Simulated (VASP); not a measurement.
All values below come from r2SCAN meta-GGA, VASP's PBE PAW potentials (set 64) (plane waves; VASP).

VASP ran on this input.

### INCAR
```
! general
SYSTEM   =  WS2 bilayer
PREC     =  Normal
ENCUT    =  400   ! plane-wave cut-off (eV)
LREAL    =  F
LASPH    =  T   ! aspherical one-centre terms

! electronic loop
EDIFF    =  1E-5   ! SCF stop (eV)
NELM     =  100   ! most electronic steps
NELMIN   =  4
ALGO     =  Normal   ! blocked Davidson
LMAXMIX  =  6   ! l cut-off of mixed one-centre charges
LMIXTAU  =  T

! smearing
ISMEAR   =  0
SIGMA    =  0.05

! functional
METAGGA  =  R2SCAN

! ions
IBRION   =  2   ! conjugate gradients
NSW      =  50   ! most ionic steps
ISIF     =  4   ! ions and shape, fixed volume
EDIFFG   =  -0.03

! output
LWAVE    =  T
LCHARG   =  F
```

### KPOINTS
```
Automatic mesh
0
Gamma
12 12 1
0 0 0
```

### POSCAR
```
WS2 bilayer
1.0
  3.1821732649   0.0000000000   0.0000000000
 -1.5910866325   2.7558428640   0.0000000000
  0.0000000000   0.0000000000  26.6694185149
W S
2 4
Cartesian
  1.5910882235   0.9186133694  10.0897877679
 -0.0000015911   1.8372294946  16.5796307470
 -0.0000015911   1.8372294946  11.7511858637
 -0.0000015911   1.8372294946   8.4283896721
  1.5910882235   0.9186133694  18.2410288428
  1.5910882235   0.9186133694  14.9182326512
```

POTCAR, in this order: W_sv S (PBE.64 set). Program: vasp_std.

What VASP printed:

OUTCAR:
```
 ion  position               nearest neighbor table
   1  0.667  0.333  0.378-   3 2.48   4 2.48   3 2.48   4 2.48   3 2.48   4 2.48
   2  0.333  0.667  0.622-   6 2.48   5 2.48   6 2.48   5 2.48   6 2.48   5 2.48
   3  0.333  0.667  0.441-   1 2.48   1 2.48   1 2.48
   4  0.333  0.667  0.316-   1 2.48   1 2.48   1 2.48
   5  0.667  0.333  0.684-   2 2.48   2 2.48   2 2.48
   6  0.667  0.333  0.559-   2 2.48   2 2.48   2 2.48
  LATTYP: Found a hexagonal cell.
 ALAT       =     3.1821732649
 C/A-ratio  =     8.3808819617
 Subroutine PRICEL returns:
 Original cell was already a primitive cell.
 Subroutine GETGRP returns: Found 12 space group operations
The static configuration has the point symmetry D_3d.
The dynamic configuration has the point symmetry D_3d.
 Subroutine INISYM returns: Found 12 space group operations
 Subroutine IBZKPT returns following result:
 Found     19 irreducible k-points:

 Following reciprocal coordinates:
            Coordinates               Weight
  0.000000  0.000000  0.000000      1.000000
  0.083333 -0.000000  0.000000      6.000000
  0.166667 -0.000000  0.000000      6.000000
  0.250000 -0.000000  0.000000      6.000000
  0.333333 -0.000000  0.000000      6.000000
  0.416667 -0.000000  0.000000      6.000000
  0.500000 -0.000000  0.000000      3.000000
  0.083333  0.083333  0.000000      6.000000
  0.166667  0.083333  0.000000     12.000000
  0.250000  0.083333  0.000000     12.000000
  0.333333  0.083333  0.000000     12.000000
  0.416667  0.083333  0.000000     12.000000
  0.166667  0.166667  0.000000      6.000000
  0.250000  0.166667  0.000000     12.000000
  0.333333  0.166667  0.000000     12.000000
  0.416667  0.166667  0.000000      6.000000
  0.250000  0.250000  0.000000      6.000000
  0.333333  0.250000  0.000000     12.000000
  0.333333  0.333333  0.000000      2.000000
   k-points           NKPTS =     19   k-points in BZ     NKDIM =     19   number of bands    NBANDS=     31
   number of dos      NEDOS =    301   number of ions     NIONS =      6
   total plane-waves  NPLWV =  35840
   dimension x,y,z NGX =    16 NGY =   16 NGZ =  140
   dimension x,y,z NGXF=    32 NGYF=   32 NGZF=  280
   ions per type =               2   4
   PREC   = normal    normal or accurate (medium, high low for compatibility)
   ISTART =      0    job   : 0-new  1-cont  2-samecut
   ICHARG =      2    charge: 1-file 2-atom 10-const
   ISPIN  =      1    spin polarized calculation?
   LNONCOLLINEAR =      F non collinear calculations
   LSORBIT =      F    spin-orbit coupling
   INIWAV =      1    electr: 0-lowe 1-rand  2-diag
   ENCUT  =  400.0 eV  29.40 Ry    5.42 a.u.   5.19  5.19 43.49*2*pi/ulx,y,z
   NELM   =    100;   NELMIN=  4; NELMDL= -5     # of ELM steps
   EDIFF  = 0.1E-04   stopping-criterion for ELM
   LREAL  =      F    real-space projection
   NLSPLINE    = F    spline interpolate recip. space projectors
   LMAXMIX     =    6 max onsite mixed and CHGCAR
   VOSKOWN=      0    Vosko Wilk Nusair interpolation
   EDIFFG = -.3E-01   stopping-criterion for IOM
   NSW    =     50    number of steps for IOM
   NBLOCK =      1;   KBLOCK =     50    inner block; outer block
   IBRION =      2    ionic relax: 0-MD 1-quasi-New 2-CG
   NFREE  =      1    steps in history (QN), initial steepest desc. (CG)
   ISIF   =      4    stress and relaxation
   ISYM   =      2    0-nonsym 1-usesym 2-fastsym
   TEIN   =    0.0    initial temperature
   TEBEG  =    0.0;   TEEND  =   0.0 temperature during run
   SMASS  =  -3.00    Nose mass-parameter (am)
   PSTRESS=    0.0 pullay stress
   NELECT =      52.0000    total number of electrons
   EFERMI =   0.00;   METHOD = LEGACY
   ISMEAR =     0;   SIGMA  =   0.05  broadening in eV -4-tet -1-fermi 0-gaus
   IALGO  =     38    algorithm
...
```

OSZICAR:
```
...
DAV:   5    -0.140053123442E+03    0.54720E-04   -0.89410E-05  1223   0.631E-02    0.219E-02
DAV:   6    -0.140053138865E+03   -0.15423E-04   -0.29747E-05  1060   0.389E-02    0.687E-03
DAV:   7    -0.140053179821E+03   -0.40956E-04   -0.19066E-05   952   0.333E-02    0.328E-03
DAV:   8    -0.140053161313E+03    0.18508E-04   -0.65927E-06   836   0.190E-02    0.196E-03
DAV:   9    -0.140053196371E+03   -0.35058E-04   -0.11444E-05   942   0.203E-02    0.169E-03
DAV:  10    -0.140053200441E+03   -0.40701E-05   -0.26836E-06   785   0.123E-02
   4 F= -.14005320E+03 E0= -.14005320E+03  d E =-.311078E+00
       N       E                     dE             d eps       ncg     rms          rms(c)
DAV:   1    -0.140111729775E+03   -0.58533E-01   -0.38593E+00  1178   0.115E+01    0.209E+00
DAV:   2    -0.140090538130E+03    0.21192E-01   -0.24344E-01  1192   0.301E+00    0.817E-01
DAV:   3    -0.140090710705E+03   -0.17258E-03   -0.19329E-02  1217   0.898E-01    0.528E-01
DAV:   4    -0.140089963636E+03    0.74707E-03   -0.17732E-02  1380   0.791E-01    0.196E-01
DAV:   5    -0.140088746232E+03    0.12174E-02   -0.26796E-03  1310   0.385E-01    0.803E-02
DAV:   6    -0.140089064708E+03   -0.31848E-03   -0.22341E-04  1273   0.116E-01    0.494E-02
DAV:   7    -0.140089136487E+03   -0.71780E-04   -0.42226E-04  1068   0.158E-01    0.175E-02
DAV:   8    -0.140088625527E+03    0.51096E-03   -0.23166E-04  1138   0.124E-01    0.132E-02
DAV:   9    -0.140089060142E+03   -0.43462E-03   -0.11697E-04  1061   0.886E-02    0.123E-02
DAV:  10    -0.140089144900E+03   -0.84758E-04   -0.88565E-05  1138   0.657E-02    0.530E-03
DAV:  11    -0.140089382786E+03   -0.23789E-03   -0.83994E-05  1061   0.725E-02    0.391E-03
DAV:  12    -0.140089423868E+03   -0.41083E-04   -0.36713E-05  1006   0.449E-02    0.183E-03
DAV:  13    -0.140089486960E+03   -0.63091E-04   -0.10272E-05   956   0.231E-02    0.138E-03
DAV:  14    -0.140089530080E+03   -0.43121E-04   -0.18355E-05   917   0.313E-02    0.112E-03
DAV:  15    -0.140089529419E+03    0.66155E-06   -0.52150E-06   796   0.175E-02
   5 F= -.14008953E+03 E0= -.14008953E+03  d E =-.363290E-01
       N       E                     dE             d eps       ncg     rms          rms(c)
DAV:   1    -0.140164186710E+03   -0.74657E-01   -0.90371E+00  1178   0.175E+01    0.337E+00
DAV:   2    -0.140120001298E+03    0.44185E-01   -0.57671E-01  1192   0.464E+00    0.128E+00
DAV:   3    -0.140117950898E+03    0.20504E-02   -0.41887E-02  1238   0.132E+00    0.846E-01
DAV:   4    -0.140113678152E+03    0.42727E-02   -0.43046E-02  1394   0.124E+00    0.337E-01
DAV:   5    -0.140112512332E+03    0.11658E-02   -0.59271E-03  1338   0.554E-01    0.135E-01
DAV:   6    -0.140112881403E+03   -0.36907E-03   -0.45235E-04  1495   0.152E-01    0.884E-02
DAV:   7    -0.140112382977E+03    0.49843E-03   -0.89456E-04  1262   0.228E-01    0.295E-02
DAV:   8    -0.140112019164E+03    0.36381E-03   -0.24134E-04  1180   0.121E-01    0.248E-02
DAV:   9    -0.140112355584E+03   -0.33642E-03   -0.12676E-04  1089   0.971E-02    0.222E-02
DAV:  10    -0.140112716211E+03   -0.36063E-03   -0.15942E-04  1145   0.797E-02    0.804E-03
DAV:  11    -0.140112856138E+03   -0.13993E-03   -0.93859E-05  1068   0.804E-02    0.732E-03
DAV:  12    -0.140112776760E+03    0.79378E-04   -0.10884E-04  1075   0.719E-02    0.237E-03
DAV:  13    -0.140112954125E+03   -0.17736E-03   -0.88833E-05  1068   0.660E-02    0.218E-03
DAV:  14    -0.140113001694E+03   -0.47570E-04   -0.57537E-05  1068   0.581E-02    0.122E-03
DAV:  15    -0.140113021139E+03   -0.19444E-04   -0.83005E-06   945   0.240E-02    0.111E-03
DAV:  16    -0.140113066626E+03   -0.45487E-04   -0.16917E-05   924   0.318E-02    0.147E-03
DAV:  17    -0.140113092589E+03   -0.25964E-04   -0.97793E-06   812   0.259E-02    0.445E-04
DAV:  18    -0.140113112413E+03   -0.19824E-04   -0.36436E-06   820   0.162E-02    0.607E-04
DAV:  19    -0.140113119031E+03   -0.66181E-05   -0.22780E-06   764   0.129E-02
   6 F= -.14011312E+03 E0= -.14011312E+03  d E =-.599186E-01
       N       E                     dE             d eps       ncg     rms          rms(c)
DAV:   1    -0.140261992671E+03   -0.14888E+00   -0.51960E+00  1194   0.165E+01    0.230E+00
DAV:   2    -0.140141095674E+03    0.12090E+00   -0.52891E-01  1459   0.442E+00    0.140E+00
DAV:   3    -0.140126000606E+03    0.15095E-01   -0.40354E-02  1437   0.126E+00    0.662E-01
DAV:   4    -0.140116359015E+03    0.96416E-02   -0.43907E-02  1428   0.121E+00    0.441E-01
DAV:   5    -0.140114995103E+03    0.13639E-02   -0.33616E-03  1368   0.422E-01    0.292E-01
DAV:   6    -0.140114938934E+03    0.56168E-04   -0.11412E-03  1376   0.233E-01    0.161E-01
DAV:   7    -0.140115269912E+03   -0.33098E-03   -0.11626E-03  1290   0.211E-01    0.836E-02
DAV:   8    -0.140115471846E+03   -0.20193E-03   -0.42295E-04  1216   0.152E-01    0.705E-02
DAV:   9    -0.140115993339E+03   -0.52149E-03   -0.36115E-04  1124   0.132E-01    0.255E-02
DAV:  10    -0.140116182694E+03   -0.18935E-03   -0.11322E-04  1152   0.729E-02    0.224E-02
DAV:  11    -0.140116290173E+03   -0.10748E-03   -0.18989E-04  1082   0.971E-02    0.100E-02
DAV:  12    -0.140116495075E+03   -0.20490E-03   -0.13838E-04  1096   0.923E-02    0.114E-02
DAV:  13    -0.140116607512E+03   -0.11244E-03   -0.33697E-05  1058   0.450E-02    0.746E-03
DAV:  14    -0.140116595414E+03    0.12098E-04   -0.21394E-05   951   0.357E-02    0.494E-03
DAV:  15    -0.140116643565E+03   -0.48151E-04   -0.42911E-05  1059   0.537E-02    0.491E-03
DAV:  16    -0.140116665180E+03   -0.21615E-04   -0.15832E-05   876   0.329E-02    0.327E-03
DAV:  17    -0.140116666270E+03   -0.10902E-05   -0.55445E-06   846   0.170E-02
   7 F= -.14011667E+03 E0= -.14011667E+03  d E =-.354724E-02
       N       E                     dE             d eps       ncg     rms          rms(c)
DAV:   1    -0.140148583162E+03   -0.31918E-01   -0.98668E-01  1194   0.721E+00    0.952E-01
DAV:   2    -0.140127332553E+03    0.21251E-01   -0.92241E-02  1451   0.185E+00    0.586E-01
DAV:   3    -0.140123043647E+03    0.42889E-02   -0.80633E-03  1283   0.559E-01    0.282E-01
DAV:   4    -0.140121576369E+03    0.14673E-02   -0.73837E-03  1450   0.500E-01    0.177E-01
DAV:   5    -0.140121632784E+03   -0.56415E-04   -0.54426E-04  1404   0.155E-01    0.111E-01
DAV:   6    -0.140121797384E+03   -0.16460E-03   -0.20048E-04  1153   0.950E-02    0.512E-02
DAV:   7    -0.140121719544E+03    0.77840E-04   -0.17054E-04  1145   0.870E-02    0.259E-02
DAV:   8    -0.140121969394E+03   -0.24985E-03   -0.12094E-04  1124   0.719E-02    0.202E-02
DAV:   9    -0.140122007330E+03   -0.37935E-04   -0.81884E-05  1096   0.643E-02    0.881E-03
DAV:  10    -0.140122052330E+03   -0.45000E-04   -0.28728E-05  1052   0.379E-02    0.622E-03
DAV:  11    -0.140122089383E+03   -0.37054E-04   -0.45337E-05  1145   0.418E-02    0.263E-03
DAV:  12    -0.140122131756E+03   -0.42372E-04   -0.26650E-05   924   0.373E-02    0.276E-03
DAV:  13    -0.140122143826E+03   -0.12070E-04   -0.74742E-06   908   0.204E-02    0.139E-03
DAV:  14    -0.140122138826E+03    0.49996E-05   -0.44877E-06   788   0.153E-02
   8 F= -.14012214E+03 E0= -.14012214E+03  d E =-.901980E-02
       N       E                     dE             d eps       ncg     rms          rms(c)
DAV:   1    -0.140122611780E+03   -0.46795E-03   -0.38687E-02  1178   0.120E+00    0.200E-01
DAV:   2    -0.140122174012E+03    0.43777E-03   -0.26954E-03  1320   0.328E-01    0.822E-02
DAV:   3    -0.140122333055E+03   -0.15904E-03   -0.34169E-04  1193   0.118E-01    0.526E-02
DAV:   4    -0.140122290126E+03    0.42929E-04   -0.26621E-04  1040   0.107E-01    0.156E-02
DAV:   5    -0.140122313235E+03   -0.23109E-04   -0.93708E-05  1033   0.763E-02    0.863E-03
DAV:   6    -0.140122300954E+03    0.12281E-04   -0.63722E-06   828   0.234E-02    0.585E-03
DAV:   7    -0.140122339370E+03   -0.38416E-04   -0.13998E-05   831   0.306E-02    0.158E-03
DAV:   8    -0.140122345146E+03   -0.57762E-05   -0.84099E-06   784   0.247E-02
   9 F= -.14012235E+03 E0= -.14012235E+03  d E =-.206320E-03
```

File OUTCAR:
```
------------------------ aborting loop because EDIFF is reached ----------------------------------------
  FORCE on cell =-STRESS in cart. coord.  units (eV):
  Direction    XX          YY          ZZ          XY          YZ          ZX
  --------------------------------------------------------------------------------------
  Total       -0.1183147     -0.1183147     -0.1036528      0.0000000     -0.0000000      0.0000000
  in kB       -0.8105085     -0.8105085     -0.7100678      0.0000000     -0.0000000      0.0000000
  external PRESSURE =      -0.7770283 kB  Pullay stress =       0.0000000 kB
  volume of cell :      233.88
      direct lattice vectors                 reciprocal lattice vectors
     3.184154704  0.000000000 -0.000000000     0.314055093  0.181319793  0.000000000
    -1.592077352  2.757558844 -0.000000000    -0.000000000  0.362639587  0.000000000
    -0.000000000 -0.000000000 26.636237063     0.000000000  0.000000000  0.037542841
 POSITION                                       TOTAL-FORCE (eV/Angst)
 -----------------------------------------------------------------------------------
      1.59208      0.91919     10.07226         0.000000     -0.000000     -0.001359
     -0.00000      1.83837     16.56398        -0.000000      0.000000      0.001359
     -0.00000      1.83837     11.63277        -0.000000      0.000000     -0.021860
     -0.00000      1.83837      8.51258        -0.000000     -0.000000      0.014888
      1.59208      0.91919     18.12366         0.000000      0.000000     -0.014888
      1.59208      0.91919     15.00346         0.000000     -0.000000      0.021860
 -----------------------------------------------------------------------------------
    total drift:                                0.000000     -0.000000      0.000000
  FREE ENERGIE OF THE ION-ELECTRON SYSTEM (eV)
  ---------------------------------------------------
  free  energy   TOTEN  =      -140.1223451460 eV

  energy  without entropy=     -140.1223451460  energy(sigma->0) =     -140.12234515

 reached required accuracy - stopping structural energy minimisation
```
(Selected blocks of OUTCAR.)

CONTCAR:
```
WS2 bilayer
   1.00000000000000
     3.1841547035645932    0.0000000000051984   -0.0000000000000000
    -1.5920773518278255    2.7575588442811947   -0.0000000000000000
    -0.0000000000000000   -0.0000000000000000   26.6362370631209373
  W               S
     2     4
Direct
     0.6666669999999968    0.3333330000000032    0.3781412198100737
     0.3333330000000032    0.6666669999999968    0.6218587801899264
     0.3333330000000032    0.6666669999999968    0.4367273272311969
     0.3333330000000032    0.6666669999999968    0.3195862888456542
     0.6666669999999968    0.3333330000000032    0.6804137111543458
     0.6666669999999968    0.3333330000000032    0.5632726727688032
```

The cell is a sheet with vacuum, built from WS2 (2H layered).
